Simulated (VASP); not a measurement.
```xyz
4
Lattice="5.3244 2.6622 2.6622 2.6622 5.3244 2.6622 2.6622 2.6622 5.3244" Properties=species:S:1:pos:R:3 pbc="T T T"
Mn     0.0000     0.0000     0.0000
Mn     5.3244     5.3244     5.3244
S      2.6622     2.6622     2.6622
S      7.9866     7.9866     7.9866
```
Starting moments (μB, in the order of the record's atoms Mn Mn S S): 5.0 -5.0 0.0 0.0.

All values below come from PBE GGA, VASP's PBE PAW potentials (set 64) (plane waves; VASP 6.6.1). Numerical set-up: 400 eV cut-off, 5×5×5 Γ-centred mesh, Gaussian smearing of 0.050 eV, potentials Mn_pv S.

Problem. Give the stress tensor in GPa (positive for a compressed cell).

Solution. 
```
-7.38  -0.21  -0.21
-0.21  -7.38  -0.21
-0.21  -0.21  -7.38
```
The pressure is its mean diagonal, -7.38 GPa.

The compound is MnS in the rock salt, AFM-II order structure. The cell was not relaxed at this level.
